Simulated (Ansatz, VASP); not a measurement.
# HfCl7: VASP beside Ansatz

```
CELL_PARAMETERS angstrom
0.00000 4.28836 4.28836
4.28836 0.00000 4.28836
4.28836 4.28836 0.00000
ATOMIC_POSITIONS crystal
Hf 0.00000 0.00000 0.00000
Cl 0.50000 0.00000 0.00000
Cl 0.00000 0.50000 0.50000
Cl 0.00000 0.50000 0.00000
Cl 0.50000 0.00000 0.50000
Cl 0.00000 0.00000 0.50000
Cl 0.50000 0.50000 0.00000
Cl 0.50000 0.50000 0.50000
```

The cell was built by a generator and needn't be a form met in nature.

Alike in both runs: task single point; functional PBE; k mesh 8 × 8 × 8; occupations gaussian, width 0.1 eV; no spin polarisation.

|  | VASP | Ansatz |
| --- | --- | --- |
| version | VASP 6.6.1 | Ansatz 0.2.0 |
| potentials or method | VASP PAW PBE potentials, release 64 (Hf_pv, Cl) | scalar-relativistic, plane waves, PAW |
| plane-wave cutoff (eV) | 520 | 420 |
| valence electrons in the cell | 59 | 75 |

|  | VASP | Ansatz | Ansatz less VASP |
| --- | --- | --- | --- |
| gap on the k mesh at the Fermi level (eV) | none | none | - |
| pressure (GPa) | -0.3 | 0.0 | +0.32 |

A gap of «none» marks a metal or a gap that the smearing closes. The two sets of potentials don't hold the same shells in valence.

Caveats: an odd number of electrons without spin polarisation forces a metal; a magnetic or distorted state may lie lower. Spin-orbit coupling is left out, which matters for the levels of Hf.
